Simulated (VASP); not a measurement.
All values below come from PBE GGA with D4 dispersion, VASP's PBE PAW potentials (set 64) (plane waves; VASP).

VASP ran on this input.

### POSCAR
```
ZnS
1
    1.9018744804    -3.2941431878     0.0000000000
    1.9018744804     3.2941431878    -0.0000000000
    0.0000000000     0.0000000000     6.2316525225
Zn S
2 2
Direct
  0.6666670000   0.3333330000   0.5001556216
  0.3333330000   0.6666670000   0.0001556216
  0.6666670000   0.3333330000   0.8748443784
  0.3333330000   0.6666670000   0.3748443784
```

### INCAR
```
! general
SYSTEM   =  ZnS
PREC     =  Accurate
ENCUT    =  520
LREAL    =  .FALSE.
LASPH    =  .TRUE.

! electronic loop
EDIFF    =  1E-6
NELM     =  100
ALGO     =  Normal
LMAXMIX  =  4

! smearing
ISMEAR   =  0
SIGMA    =  0.05

! functional
GGA      =  PE
IVDW     =  13

! ions
IBRION   =  2
NSW      =  60
ISIF     =  3
EDIFFG   =  -0.02

! output
LWAVE    =  .FALSE.
LCHARG   =  .FALSE.
```

**KPOINTS**
```
Regular mesh
0
gamma
  6 6 4
0 0 0
```

POTCAR, in this order: Zn S (PBE.64 set). Program: vasp_std.

Output

OSZICAR:
```
       N       E                     dE             d eps       ncg     rms          rms(c)
DAV:   1     0.237995805133E+03    0.23800E+03   -0.17715E+04   924   0.199E+03
DAV:   2     0.697447361790E+01   -0.23102E+03   -0.22425E+03   972   0.380E+02
DAV:   3    -0.140537399266E+02   -0.21028E+02   -0.20944E+02  1122   0.118E+02
DAV:   4    -0.145156910907E+02   -0.46195E+00   -0.46145E+00  1104   0.181E+01
DAV:   5    -0.145248036026E+02   -0.91125E-02   -0.91114E-02  1112   0.243E+00    0.103E+01
DAV:   6    -0.136508196726E+02    0.87398E+00   -0.20302E+00  1446   0.439E+01    0.791E+00
DAV:   7    -0.136873789983E+02   -0.36559E-01   -0.20836E+00   972   0.832E+00    0.338E+00
DAV:   8    -0.136662116436E+02    0.21167E-01   -0.12299E-01  1254   0.471E+00    0.118E+00
DAV:   9    -0.136670312507E+02   -0.81961E-03   -0.23493E-02  1274   0.261E+00    0.297E-01
DAV:  10    -0.136671643776E+02   -0.13313E-03   -0.13094E-03  1062   0.450E-01    0.189E-01
DAV:  11    -0.136674045879E+02   -0.24021E-03   -0.37985E-04  1026   0.140E-01    0.941E-02
DAV:  12    -0.136674005002E+02    0.40877E-05   -0.40959E-05  1430   0.113E-01    0.161E-02
DAV:  13    -0.136674033817E+02   -0.28815E-05   -0.75042E-06  1044   0.192E-02    0.934E-03
DAV:  14    -0.136674039629E+02   -0.58120E-06   -0.85678E-07   826   0.912E-03
   1 F= -.14903016E+02 E0= -.14903016E+02  d E =-.149030E+02
```

**OUTCAR**
```
------------------------ aborting loop because EDIFF is reached ----------------------------------------
  Edisp (eV):   -1.23561
  FORCE on cell =-STRESS in cart. coord.  units (eV):
  Direction    XX          YY          ZZ          XY          YZ          ZX
  --------------------------------------------------------------------------------------
  Total      -0.04487    -0.04487     0.03282     0.00000     0.00000     0.00000
  in kB      -0.92064    -0.92064     0.67349     0.00000     0.00000     0.00000
  external pressure =       -0.39 kB  Pullay stress =        0.00 kB
  volume of cell :       78.08
      direct lattice vectors                 reciprocal lattice vectors
     1.901874480 -3.294143188  0.000000000     0.262898527 -0.151784537  0.000000000
     1.901874480  3.294143188  0.000000000     0.262898527  0.151784537  0.000000000
     0.000000000  0.000000000  6.231652523     0.000000000  0.000000000  0.160471078
  FREE ENERGIE OF THE ION-ELECTRON SYSTEM (eV)
  ---------------------------------------------------
  free  energy   TOTEN  =       -14.9030155765 eV

  energy  without entropy=      -14.9030155765  energy(sigma->0) =      -14.90301558

 reached required accuracy - stopping structural energy minimisation
```
(Selected blocks of OUTCAR.)

The compound is ZnS in the wurtzite structure, the high-temperature form. It was relaxed first. The start is the result of an earlier pass.
